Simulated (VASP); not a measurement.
Consider the following.

```
WSe2
1.0
    1.67488    -2.90098     0.00000
    1.67488     2.90098     0.00000
    0.00000     0.00000    17.09114
W Se
2 4
Direct
  0.33333   0.66667   0.25000
  0.66667   0.33333   0.75000
  0.33333   0.66667   0.84828
  0.66667   0.33333   0.34828
  0.66667   0.33333   0.15172
  0.33333   0.66667   0.65172
```

Computed with RPBE GGA, VASP's PBE PAW potentials (set 64) (plane waves; VASP). Numerical set-up: 520 eV cut-off, Gaussian smearing of 0.050 eV, potentials W_sv Se.

Without a dispersion term in the relaxation, distances and binding between the weakly bound layers, chains or molecules are unreliable, and so is what depends on them. Unless said otherwise, spin-orbit coupling is left out, though it shifts the bands of the heavy elements here.

Task: Predict the band gap (along the path) with the smallest direct gap where there is one.

Result: 
```yaml
band gap (along the path): 1.46 eV
smallest direct gap (along the path): 1.46 eV
```

Total energies compare only between runs with the same potentials, cut-off and functional.

The compound is WSe2 in the 2H layered structure. It was relaxed first, which changed the volume by +38 %.
